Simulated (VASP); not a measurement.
**Pt: cell size against the level of theory**

Aim: relax Pt at several levels and hold each cell against experiment. The levels: PBE, LDA, r2SCAN and PBE + D3(BJ). The start is a cell from a database of measured crystal structures.

Main program and level: VASP 6.6.1; PBE; plane waves and PAW (Pt), in the first sound run; inputs show where later runs differ.

**What experiment says.**

“Crystal structure of Nd10.67Pt4O24, a new neodymium platinate” (2024, arxiv:2412.16732) reports for Pt, fcc, by powder X-ray diffraction, Rietveld (Pt in the cooled residue of the platinate partly decomposed at about 960 C): lattice constant a (a, cubic cell) 3.9227 ± 0.0002 Å [Pt in a mixed-phase decomposition product after thermogravimetry; sample displacement …].

## Step 1: The starting structure

Before any relaxation, the start is as follows. Symmetry: Fm-3m, No. 225, cubic system. The conventional cell has a = 3.922 Å, b = 3.922 Å, c = 3.922 Å, α = 90.00°, β = 90.00°, γ = 90.00°. Nearest to Pt lie 12 Pt at 2.77 Å.

As a file:

```cif
data_structure
_symmetry_space_group_name_H-M 'P 1'
_symmetry_Int_Tables_number 1
_cell_length_a 2.7731
_cell_length_b 2.7731
_cell_length_c 2.7731
_cell_angle_alpha 60.000
_cell_angle_beta 60.000
_cell_angle_gamma 60.000
_cell_volume 15.08
loop_
_atom_site_label
_atom_site_type_symbol
_atom_site_fract_x
_atom_site_fract_y
_atom_site_fract_z
_atom_site_occupancy
Pt1 Pt 0.00000 0.00000 0.00000 1
```

## Step 2: Relaxation with PBE

Properties are meant for the cell that this level of theory prefers, so cell and atoms are relaxed first (ISIF = 3) until forces and stress are small; EDIFFG sets the threshold. PBE, the usual starting point, adds the gradient of the density.

Input file INCAR:

```
SYSTEM = Pt
PREC = Accurate
ENCUT = 520
EDIFF = 1E-06
NELM = 100
ISMEAR = -1
SIGMA = 0.05
LREAL = .FALSE.
ALGO = Normal
GGA = PE
NBANDS = 11
LASPH = .TRUE.
LORBIT = 11
LWAVE = .FALSE.
LCHARG = .FALSE.
KPAR = 2
IBRION = 2
NSW = 60
ISIF = 3
EDIFFG = -0.01
```

Input file POSCAR:

```
Pt
1.0
    0.0000000000      1.9609000000      1.9609000000
    1.9609000000      0.0000000000      1.9609000000
    1.9609000000      1.9609000000      0.0000000000
Pt
1
Direct
    0.0000000000      0.0000000000      0.0000000000
```

Input file KPOINTS:

```
Automatic mesh
0
Gamma
10 10 10
0 0 0
```

PAW data sets: Pt (PBE family, release 64).

Launch:

```
> mpirun -np 2 vasp_std
```

The program printed:

```text
[banner, memory and clock lines left out]
running    2 mpi-ranks, on    1 nodes
 distrk:  each k-point on    1 cores,    2 groups
 distr:  one band on    1 cores,    1 groups

 POSCAR found type information on POSCAR Pt
 POSCAR found :  1 types and       1 ions
 LDA part: xc-table for (Slater+PW92), standard interpolation
 POSCAR, INCAR and KPOINTS ok, starting setup
 FFT: planning ... GRIDC
 FFT: planning ... GRID_SOFT
 FFT: planning ... GRID
 WAVECAR not read
 entering main loop
       N       E                     dE             d eps       ncg     rms          rms(c)
DAV:   1     0.392705676225E+02    0.39271E+02   -0.52670E+03  1074   0.839E+02
DAV:   2    -0.584858340876E+01   -0.45119E+02   -0.43348E+02  1194   0.176E+02
DAV:   3    -0.644437487141E+01   -0.59579E+00   -0.59389E+00  1202   0.194E+01
DAV:   4    -0.644678300018E+01   -0.24081E-02   -0.24078E-02  1196   0.144E+00
DAV:   5    -0.644680203670E+01   -0.19037E-04   -0.19037E-04  1205   0.119E-01    0.130E+01
DAV:   6    -0.611507962501E+01    0.33172E+00   -0.73761E-01  1109   0.691E+00    0.688E+00
DAV:   7    -0.607665481882E+01    0.38425E-01   -0.13681E-01  1196   0.290E+00    0.254E+00
DAV:   8    -0.607332426812E+01    0.33306E-02   -0.48149E-03  1118   0.603E-01    0.493E-01
DAV:   9    -0.607319555787E+01    0.12871E-03   -0.52068E-05  1175   0.668E-02    0.438E-02
DAV:  10    -0.607319913355E+01   -0.35757E-05   -0.23653E-06  1233   0.128E-02    0.154E-03
DAV:  11    -0.607319911645E+01    0.17109E-07   -0.52074E-08   637   0.199E-03
   1 F= -.60731991E+01 E0= -.60672364E+01  d E =-.607320E+01
 curvature:   0.00 expect dE= 0.000E+00 dE for cont linesearch  0.000E+00
 trial: gam= 0.00000 g(F)=  0.000E+00 g(S)=  0.121E+00 ort = 0.000E+00 (trialstep = 0.100E+01)
 search vector abs. value=  0.121E+00
 bond charge predicted
       N       E                     dE             d eps       ncg     rms          rms(c)
DAV:   1    -0.759262228369E+01   -0.15194E+01   -0.31170E+01  1076   0.509E+01    0.825E+00
DAV:   2    -0.603912288332E+01    0.15535E+01   -0.52492E+00  1049   0.163E+01    0.461E+00
DAV:   3    -0.598828977728E+01    0.50833E-01   -0.24030E-01  1181   0.344E+00    0.302E+00
DAV:   4    -0.599243379741E+01   -0.41440E-02   -0.89058E-03  1118   0.595E-01    0.745E-01
DAV:   5    -0.599325943978E+01   -0.82564E-03   -0.77225E-04  1305   0.142E-01    0.957E-02
DAV:   6    -0.599334797314E+01   -0.88533E-04   -0.30426E-05  1150   0.389E-02    0.510E-03
DAV:   7    -0.599334760876E+01    0.36437E-06   -0.12531E-06  1085   0.759E-03
   2 F= -.59933476E+01 E0= -.59849100E+01  d E =0.798515E-01
[...]
3 F= -.60890145E+01 E0= -.60824206E+01  d E =-.158154E-01
 curvature:  -0.16 expect dE=-0.179E-04 dE for cont linesearch -0.179E-04
 ZBRENT: interpolating
 opt :   0.2701  next Energy=    -6.089029 (dE=-0.158E-01)
 bond charge predicted
       N       E                     dE             d eps       ncg     rms          rms(c)
DAV:   1    -0.608913301189E+01   -0.11827E-03   -0.20494E-03  1079   0.420E-01    0.661E-02
DAV:   2    -0.608903699323E+01    0.96019E-04   -0.26222E-04  1067   0.122E-01    0.260E-02
DAV:   3    -0.608903228730E+01    0.47059E-05   -0.23797E-05  1172   0.348E-02    0.150E-02
DAV:   4    -0.608903322402E+01   -0.93672E-06   -0.96932E-07  1045   0.675E-03
   4 F= -.60890332E+01 E0= -.60824585E+01  d E =-.158341E-01
 curvature:  -0.14 expect dE=-0.376E-06 dE for cont linesearch -0.376E-06
 trial: gam= 0.00000 g(F)=  0.566E-70 g(S)=  0.278E-05 ort =-0.581E-03 (trialstep = 0.854E+00)
 search vector abs. value=  0.278E-05
 reached required accuracy - stopping structural energy minimisation
```

Elapsed: 8.6 s, on 2 MPI ranks of Intel Xeon 6975P-C (Granite Rapids), shared host; peak memory 0.27 GiB.

The logs omit lines about the potential files and the build; timing stands in the text.

OUTCAR, selected parts (step 2):

```text
ion  position               nearest neighbor table
   1  0.000  0.000  0.000-

  LATTYP: Found a face centered cubic cell.
 ALAT       =     3.9218000000

 Subroutine GETGRP returns: Found 48 space group operations
 (whereof 48 operations were pure point group operations)

The static configuration has the point symmetry O_h .

 Found     47 irreducible k-points:

   k-points           NKPTS =     47   k-points in BZ     NKDIM =     47   number of bands    NBANDS=     11

   dimension x,y,z NGX =    24 NGY =   24 NGZ =   24
   dimension x,y,z NGXF=    48 NGYF=   48 NGZF=   48

   ENCUT  =  520.0 eV  38.22 Ry    6.18 a.u.   5.16  5.16  5.16*2*pi/ulx,y,z

   NELECT =      10.0000    total number of electrons

 k-points in reciprocal lattice and weights: Automatic mesh
   0.00000000  0.00000000  0.00000000       0.001
   0.10000000  0.00000000  0.00000000       0.008
   0.20000000  0.00000000  0.00000000       0.008
   0.30000000  0.00000000  0.00000000       0.008
   0.40000000  0.00000000  0.00000000       0.008
   0.50000000  0.00000000  0.00000000       0.004
   0.10000000  0.10000000  0.00000000       0.006
   0.20000000  0.10000000  0.00000000       0.024
   0.30000000  0.10000000  0.00000000       0.024
[...]
-0.30000000  0.40000000  0.20000000       0.024
  -0.30000000  0.50000000  0.20000000       0.012

 average (electrostatic) potential at core
       1 -63.4423

 E-fermi :  10.6088

 k-point     1 :       0.0000    0.0000    0.0000
  band No.  band energies     occupation
    ...
      2       7.0215      2.00000
      3       7.0215      2.00000
      4       7.0215      2.00000
      5       9.0519      2.00000
      6       9.0519      2.00000
      7      25.3287      0.00000
      8      30.0924      0.00000
      9      30.0924      0.00000
     10      30.0924      0.00000
     11      35.3064      0.00000

 k-point     2 :       0.1000    0.0000    0.0000
  band No.  band energies     occupation
    ...
      2       6.8653      2.00000
      3       7.1640      2.00000
      4       7.1640      2.00000
      5       8.9811      2.00000
      6       8.9811      2.00000
      7      25.8888      0.00000
      8      28.3299      0.00000
      9      30.6655      0.00000
     10      30.6655      0.00000
     11      36.7464      0.00000

 k-point     3 :       0.2000    0.0000    0.0000
  band No.  band energies     occupation
    ...
      2       6.6297      2.00000
      3       7.3828      2.00000
      4       7.3828      2.00000
      5       9.0134      2.00000
      6       9.0134      2.00000
      7      25.3487      0.00000
      8      26.9221      0.00000
      9      32.1651      0.00000
     10      32.1651      0.00000
     11      34.2305      0.00000

  Total       -0.0043854     -0.0043854     -0.0043854     -0.0000000      0.0000000      0.0000000
  in kB       -0.4496533     -0.4496533     -0.4496533     -0.0000000      0.0000000      0.0000000
  external PRESSURE =      -0.4496533 kB  Pullay stress =       0.0000000 kB

  energy-cutoff  :      520.00
  volume of cell :       15.63
      direct lattice vectors                 reciprocal lattice vectors
     0.000000000  1.984287430  1.984287430    -0.251979624  0.251979624  0.251979624
     1.984287430 -0.000000000  1.984287430     0.251979624 -0.251979624  0.251979624
     1.984287430  1.984287430  0.000000000     0.251979624  0.251979624 -0.251979624

 POSITION                                       TOTAL-FORCE (eV/Angst)
 -----------------------------------------------------------------------------------
      0.00000      0.00000      0.00000         0.000000      0.000000      0.000000
 -----------------------------------------------------------------------------------
    total drift:                                0.000000      0.000000      0.000000

  FREE ENERGIE OF THE ION-ELECTRON SYSTEM (eV)
  ---------------------------------------------------
  free  energy   TOTEN  =        -6.0890332240 eV

  energy  without entropy=       -6.0758837140  energy(sigma->0) =       -6.08245847

 reached required accuracy - stopping structural energy minimisation

 total charge
# of ion       s       p       d       tot
------------------------------------------
    1        0.617   0.570   8.020   9.207

[... 3 further parts left out ...]
```

CONTCAR:

```
Pt
   1.00000000000000
     0.0000000000000000    1.9842874297571047    1.9842874297571047
     1.9842874297571047   -0.0000000000000000    1.9842874297571047
     1.9842874297571047    1.9842874297571047    0.0000000000000000
  Pt
     1
Direct
     0.0000000000000000    0.0000000000000000    0.0000000000000000
```

The k-mesh is coarse for a metal. The run keeps the 48 symmetry operations of its start, so it cannot find a distortion of lower symmetry.

Relaxation path:

```csv
step,energy less that of the first step (eV),largest force (eV/Å),pressure (GPa),volume (Å³)
1,0.0000,0.0000,9.72,15.08
2,0.0799,0.0000,-17.77,17.17
3,-0.0158,0.0000,-0.28,15.64
4,-0.0158,0.0000,-0.04,15.63
```

| conventional cell, symmetrised | before | after | change |
| --- | --- | --- | --- |
| a (Å) | 3.922 | 3.969 | +1.2 % |
| b (Å) | 3.922 | 3.969 | +1.2 % |
| c (Å) | 3.922 | 3.969 | +1.2 % |
| volume (Å³/atom) | 15.08 | 15.63 | +3.6 % |

Final coordinates:

```cif
data_structure
_symmetry_space_group_name_H-M 'P 1'
_symmetry_Int_Tables_number 1
_cell_length_a 2.8062
_cell_length_b 2.8062
_cell_length_c 2.8062
_cell_angle_alpha 60.000
_cell_angle_beta 60.000
_cell_angle_gamma 60.000
_cell_volume 15.63
loop_
_atom_site_label
_atom_site_type_symbol
_atom_site_fract_x
_atom_site_fract_y
_atom_site_fract_z
_atom_site_occupancy
Pt1 Pt 0.00000 0.00000 0.00000 1
```

This step gave:

- electrons: 10
- bands: 11
- irreducible k-points: 47
- symmetry operations: 48
- free energy (TOTEN): -6.089 eV
- energy at zero smearing: -6.082 eV
- Fermi energy: 10.61 eV
- pressure: -0.04497 GPa
- metallic: yes
- SCF cycles over all ionic steps: 29

It ends with forces that vanish by symmetry and a pressure of -0.04 GPa. The volume lies +3.6 % from that of the database's start. The conventional cell has a = 3.969 Å.

## Step 3: Relaxation with LDA

This step: LDA; plane waves and PAW (Pt) (VASP 6.6.1).

LDA, the lowest rung, knows the local density alone.

INCAR, as its differences from that of step 2:

```diff
@@ -9,3 +9,3 @@
 ALGO = Normal
-GGA = PE
+GGA = CA
 NBANDS = 11
```

POSCAR is that of step 2.

KPOINTS is that of step 2.

Launch:

```
> mpirun -np 2 vasp_std
```

The program printed:

```text
[banner, memory and clock lines left out]
running    2 mpi-ranks, on    1 nodes
 distrk:  each k-point on    1 cores,    2 groups
 distr:  one band on    1 cores,    1 groups

 POSCAR found type information on POSCAR Pt
 POSCAR found :  1 types and       1 ions
|                                                                             |
|               ----> ADVICE to this user running VASP <----                  |
|                                                                             |
|     You enforced a specific xc type in the INCAR file but a different       |
|     [... a line on the potential file left out ...]
|     I HOPE YOU KNOW WHAT YOU ARE DOING!                                     |
|                                                                             |

 LDA part: xc-table for (Slater(with rela. corr.)+CA(PZ))
 , standard interpolation
 POSCAR, INCAR and KPOINTS ok, starting setup
 FFT: planning ... GRIDC
 FFT: planning ... GRID_SOFT
 FFT: planning ... GRID
 WAVECAR not read
 entering main loop
       N       E                     dE             d eps       ncg     rms          rms(c)
DAV:   1     0.377604653093E+02    0.37760E+02   -0.52565E+03  1074   0.839E+02
DAV:   2    -0.745273782692E+01   -0.45213E+02   -0.43418E+02  1191   0.176E+02
DAV:   3    -0.805550184723E+01   -0.60276E+00   -0.59981E+00  1205   0.195E+01
DAV:   4    -0.805792064198E+01   -0.24188E-02   -0.24185E-02  1196   0.144E+00
DAV:   5    -0.805793955666E+01   -0.18915E-04   -0.18914E-04  1202   0.118E-01    0.138E+01
DAV:   6    -0.756944934541E+01    0.48849E+00   -0.11660E+00  1118   0.852E+00    0.661E+00
DAV:   7    -0.752228005139E+01    0.47169E-01   -0.15562E-01  1184   0.299E+00    0.255E+00
DAV:   8    -0.751765567551E+01    0.46244E-02   -0.44278E-03  1130   0.636E-01    0.653E-01
DAV:   9    -0.751740026288E+01    0.25541E-03   -0.69637E-05  1154   0.778E-02    0.203E-02
DAV:  10    -0.751740370610E+01   -0.34432E-05   -0.13830E-06  1139   0.856E-03    0.306E-03
DAV:  11    -0.751740380400E+01   -0.97900E-07   -0.67231E-08   655   0.229E-03
   1 F= -.75174038E+01 E0= -.75114725E+01  d E =-.751740E+01
 curvature:   0.00 expect dE= 0.000E+00 dE for cont linesearch  0.000E+00
 trial: gam= 0.00000 g(F)=  0.139E-63 g(S)=  0.242E-01 ort = 0.000E+00 (trialstep = 0.100E+01)
 search vector abs. value=  0.242E-01
 bond charge predicted
       N       E                     dE             d eps       ncg     rms          rms(c)
DAV:   1    -0.778448689363E+01   -0.26708E+00   -0.61473E+00  1070   0.235E+01    0.470E+00
DAV:   2    -0.750749282456E+01    0.27699E+00   -0.67616E-01  1064   0.649E+00    0.141E+00
DAV:   3    -0.748915560352E+01    0.18337E-01   -0.78133E-02  1193   0.208E+00    0.585E-01
DAV:   4    -0.749010512023E+01   -0.94952E-03   -0.32942E-03  1174   0.350E-01    0.241E-02
DAV:   5    -0.749009988352E+01    0.52367E-05   -0.29914E-05  1211   0.487E-02    0.158E-02
DAV:   6    -0.749011051319E+01   -0.10630E-04   -0.44584E-06  1249   0.107E-02    0.226E-03
DAV:   7    -0.749011083020E+01   -0.31701E-06   -0.80342E-08   676   0.211E-03
   2 F= -.74901108E+01 E0= -.74850359E+01  d E =0.272930E-01
 trial-energy change:    0.027293  1 .order    0.028799   -0.024167    0.081765
 step:   0.2439(harm=  0.2281)  dis= 0.00000  next Energy=    -7.520372 (dE=-0.297E-02)
 bond charge predicted
       N       E                     dE             d eps       ncg     rms          rms(c)
DAV:   1    -0.769361305640E+01   -0.20350E+00   -0.35543E+00  1070   0.178E+01    0.295E+00
DAV:   2    -0.752656651619E+01    0.16705E+00   -0.50461E-01  1058   0.530E+00    0.142E+00
DAV:   3    -0.751991962333E+01    0.66469E-02   -0.28524E-02  1190   0.123E+00    0.740E-01
DAV:   4    -0.752038619275E+01   -0.46657E-03   -0.16325E-03  1143   0.202E-01    0.114E-01
DAV:   5    -0.752043067169E+01   -0.44479E-04   -0.64994E-05  1303   0.697E-02    0.192E-02
DAV:   6    -0.752043767724E+01   -0.70056E-05   -0.31005E-06  1179   0.147E-02    0.139E-03
DAV:   7    -0.752043767010E+01    0.71444E-08   -0.69244E-08   595   0.224E-03
   3 F= -.75204377E+01 E0= -.75147302E+01  d E =-.303387E-02
 curvature:  -0.11 expect dE=-0.108E-05 dE for cont linesearch -0.108E-05
 trial: gam=-0.01944 g(F)=  0.272E-63 g(S)=  0.951E-05 ort = 0.479E-03 (trialstep = 0.849E+00)
 search vector abs. value=  0.384E-08
 reached required accuracy - stopping structural energy minimisation
```

Run time: 5.2 s. Hardware: 2 MPI ranks; peak memory 0.27 GiB.

From OUTCAR (step 3):

```text
The static configuration has the point symmetry O_h .

 Found     47 irreducible k-points:

   NELECT =      10.0000    total number of electrons

 E-fermi :  11.3056

 k-point     1 :       0.0000    0.0000    0.0000
  band No.  band energies     occupation
    ...
      2       7.3615      2.00000
      3       7.3615      2.00000
      4       7.3615      2.00000
      5       9.6150      2.00000
      6       9.6150      2.00000
      7      25.9185      0.00000
      8      30.9216      0.00000
      9      30.9216      0.00000
     10      30.9216      0.00000
     11      36.3453      0.00000

 k-point     2 :       0.1000    0.0000    0.0000
  band No.  band energies     occupation
    ...
      2       7.1888      2.00000
      3       7.5165      2.00000
      4       7.5165      2.00000
      5       9.5341      2.00000
      6       9.5341      2.00000
      7      26.5378      0.00000
      8      29.1566      0.00000
      9      31.5494      0.00000
     10      31.5494      0.00000
     11      37.9683      0.00000

  Total       -0.0081044     -0.0081044     -0.0081044     -0.0000000      0.0000000      0.0000000
  in kB       -0.8736070     -0.8736070     -0.8736070     -0.0000000      0.0000000      0.0000000
  external PRESSURE =      -0.8736070 kB  Pullay stress =       0.0000000 kB

  energy-cutoff  :      520.00
  volume of cell :       14.86
      direct lattice vectors                 reciprocal lattice vectors
     0.000000000  1.951473088  1.951473088    -0.256216703  0.256216703  0.256216703
     1.951473088  0.000000000  1.951473088     0.256216703 -0.256216703  0.256216703
     1.951473088  1.951473088  0.000000000     0.256216703  0.256216703 -0.256216703

 POSITION                                       TOTAL-FORCE (eV/Angst)
 -----------------------------------------------------------------------------------
      0.00000      0.00000      0.00000         0.000000      0.000000      0.000000
 -----------------------------------------------------------------------------------
    total drift:                               -0.000000      0.000000     -0.000000

  FREE ENERGIE OF THE ION-ELECTRON SYSTEM (eV)
  ---------------------------------------------------
  free  energy   TOTEN  =        -7.5204376701 eV

  energy  without entropy=       -7.5090228165  energy(sigma->0) =       -7.51473024

 total charge
# of ion       s       p       d       tot
------------------------------------------
    1        0.640   0.627   8.066   9.333

[... 8 parts as in an earlier step ...]

[... 5 further parts left out ...]
```

CONTCAR:

```
Pt
   1.00000000000000
     0.0000000000000000    1.9514730880227242    1.9514730880227242
     1.9514730880227242    0.0000000000000000    1.9514730880227242
     1.9514730880227242    1.9514730880227242    0.0000000000000000
  Pt
     1
Direct
     0.0000000000000000    0.0000000000000000    0.0000000000000000
```

The PAW data sets were made with PBE, though LDA sets exist; this is a small mismatch.

The steps of the relaxation:

```
step  energy less that of the first step (eV)  largest force (eV/Å)  pressure (GPa)  volume (Å³)
   1                                   0.0000                0.0000           -4.34        15.08
   2                                   0.0273                0.0000           15.59        14.21
   3                                  -0.0030                0.0000           -0.09        14.86
```

| conventional cell, symmetrised | before | after | change |
| --- | --- | --- | --- |
| a (Å) | 3.922 | 3.903 | -0.5 % |
| b (Å) | 3.922 | 3.903 | -0.5 % |
| c (Å) | 3.922 | 3.903 | -0.5 % |
| volume (Å³/atom) | 15.08 | 14.86 | -1.4 % |

Final coordinates:

```
Pt
1.0
     0.00000    1.95147    1.95147
     1.95147    0.00000    1.95147
     1.95147    1.95147    0.00000
Pt
1
Direct
  0.00000 0.00000 0.00000
```

This step gave:

```
free energy (TOTEN)             : -7.520 eV
energy at zero smearing         : -7.515 eV
Fermi energy                    : 11.31 eV
pressure                        : -0.08736 GPa
SCF cycles over all ionic steps : 25
```

It ends at 14.86 Å³/atom, -1.4 % from the start, with -0.09 GPa left. The conventional cell has a = 3.903 Å.

(Continued in part 2 of 2.)

[Lines on the potential files, build, host, timing and source positions are cut from VASP's logs without a mark.]

[Logs are printed without paths, hosts, clocks, repeated set-up lines and the standing remarks that a program may print on its own settings, such as how far it seeks lower states.]

[Hosts, paths, dates, database ids (printed as entryN), source tags and the programs' standing remarks are cut or masked in the printed files.]

[A measured line is paired with the nearest computed mode of its activity, which favours agreement.]
